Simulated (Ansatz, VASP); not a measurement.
Given: the input of a run of Ansatz 0.2.0 on ZnSn2N2. Atoms were shifted at random by some hundredths of an Å from the given cell, which wasn't relaxed again for these runs. The cell comes from a database or a generator and needn't be the stable form of this composition.

input.yaml

```yaml
crystal:
  lattice:
    - [3.352326, 0.0, 0.0]
    - [0.0, 3.352326, 0.0]
    - [0.0, 0.0, 8.064209]
  atoms:
    - { symbol: Sn, position: [0.483583, 0.49952, 0.302309] }
    - { symbol: Sn, position: [0.512327, 0.491654, 0.701195] }
    - { symbol: Zn, position: [0.002909, -0.01486, 0.000344] }
    - { symbol: "N", position: [0.002715, 0.495021, 0.85043] }
    - { symbol: "N", position: [0.488593, -0.002815, 0.144645] }
hamiltonian:
  xc: pbe
  pseudopotentials: { kind: paw }
kpoints:
  mp_grid: { grid: [8, 8, 4] }
scf:
  occupations: { method: fermi_dirac, width: 0.05 }
output:
  forces: true
  stress: true
  eigenvalues: true
```

Potentials or basis: Ansatz PAW.

Run with:

```bash
$ ansatz run input.yaml --threads 2 --pin off --max-ram 5120MiB --backend cpu --events-out ev --progress --plain --runs-dir out
```

Question: Translate it to VASP 6.6.1. Potentials or basis there: PBE PAW files N, Sn_d, Zn, 520 eV.

Answer: As run (cutoffs and basis follow the program's own potentials, and thresholds, step limits or extra output files can differ):

The input INCAR:

```
SYSTEM = ZnSn2N2
PREC     = Accurate       ! precision mode
ENCUT    = 520            ! plane-wave cutoff, eV
EDIFF    = 1E-7           ! SCF threshold, eV
ISMEAR   = -1             ! smearing method
SIGMA    = 0.05           ! smearing width, eV
LREAL    = .FALSE.        ! projectors in reciprocal space
LASPH    = .TRUE.         ! aspherical terms in the spheres
NELM     = 100            ! most SCF steps
ALGO     = Normal         ! electronic algorithm
ISIF     = 2              ! what is computed and relaxed
LWAVE    = .FALSE.        ! write WAVECAR
LCHARG   = .FALSE.        ! write CHGCAR
GGA      = PE             ! functional
NBANDS   = 33             ! bands
```

Contents of KPOINTS:

```
regular mesh
0
G
  8 8 4
  0 0 0
```

The input POSCAR:

```
ZnSn2N2
1.0
    3.3523260000      0.0000000000      0.0000000000
    0.0000000000      3.3523260000      0.0000000000
    0.0000000000      0.0000000000      8.0642090000
Sn Zn N
2 1 2
Direct
    0.4835830000      0.4995200000      0.3023090000
    0.5123270000      0.4916540000      0.7011950000
    0.0029090000     -0.0148600000      0.0003440000
    0.0027150000      0.4950210000      0.8504300000
    0.4885930000     -0.0028150000      0.1446450000
```

Potentials or basis: VASP PAW PBE potentials, release 64 (Sn_d, Zn, N).

Run with:

```sh
$ cat potpaw_PBE.64/Sn_d/POTCAR potpaw_PBE.64/Zn/POTCAR potpaw_PBE.64/N/POTCAR > POTCAR
$ mpirun -np 1 vasp_std > vasp.out
```

Both were run:

|  | Ansatz | VASP |
| --- | --- | --- |
| Pressure | 1.5 GPa | 1.7 GPa |
| Largest force | 1.192 eV/Å | 1.203 eV/Å |

Ansatz's pressure holds a Pulay term of +0.30 GPa for its cutoff of 420 eV, which the other run lacks.

Where Ansatz's input types no cutoff or centring, it takes its own default and a Γ-centred mesh.

Pressure is positive in compression.
